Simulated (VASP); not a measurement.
Computed with PBEsol GGA, VASP's PBE PAW potentials (set 64) (plane waves; VASP).

Input for VASP

### INCAR
```
SYSTEM=ScF3
PREC=Accurate; ENCUT=400; LREAL=.False.
LASPH=.True.
EDIFF=1E-6; NELM=100; ALGO=Normal
LMAXMIX=4
ISMEAR=-1; SIGMA=0.05
GGA=PS
ISIF=2
LWAVE=.False.; LCHARG=.False.
```

File POSCAR:
```
ScF3
1
    2.8568400000     1.6493970000     2.3311470000
   -2.8568400000     1.6493970000     2.3311470000
    0.0000000000    -3.2987950000     2.3311470000
Sc F
1 3
Direct
  0.0000000000   0.0000000000   0.0000000000
  0.5000000000   0.0019300000   0.9980700000
  0.9980700000   0.5000000000   0.0019300000
  0.0019300000   0.9980700000   0.5000000000
```

### KPOINTS
```
Automatic mesh
0
Gamma
7 7 7
0 0 0
```

POTCAR, in this order: Sc_sv F (PBE.64 set). Program: vasp_std.

At this cut-off the stress carries a Pulay error, which pulls relaxed volumes low.

Problem. Estimate the energy per atom (σ→0), pressure.

Solution. 
```yaml
energy per atom (σ→0): -7.089 eV/atom
pressure: -9.13 GPa
```

File OSZICAR:
```
...
DAV:   9    -0.283553068914E+02    0.13750E-01   -0.14893E-01  2672   0.354E+00    0.400E-01
DAV:  10    -0.283572391150E+02   -0.19322E-02   -0.41519E-02  2656   0.285E+00    0.347E-01
DAV:  11    -0.283554820999E+02    0.17570E-02   -0.12643E-02  2716   0.157E+00    0.107E-01
DAV:  12    -0.283555371772E+02   -0.55077E-04   -0.70390E-04  2628   0.383E-01    0.185E-02
DAV:  13    -0.283555420245E+02   -0.48473E-05   -0.76434E-05  2684   0.798E-02    0.128E-02
DAV:  14    -0.283555403445E+02    0.16799E-05   -0.87635E-06  2696   0.375E-02    0.484E-03
DAV:  15    -0.283555403414E+02    0.31059E-08   -0.68248E-07  1308   0.153E-02
   1 F= -.28355540E+02 E0= -.28355540E+02  d E =-.326134E-11
```

The structure comes from a computed database's ScF3 entry (R32); how it stands against other phases isn't given here. The cell was not relaxed at this level.
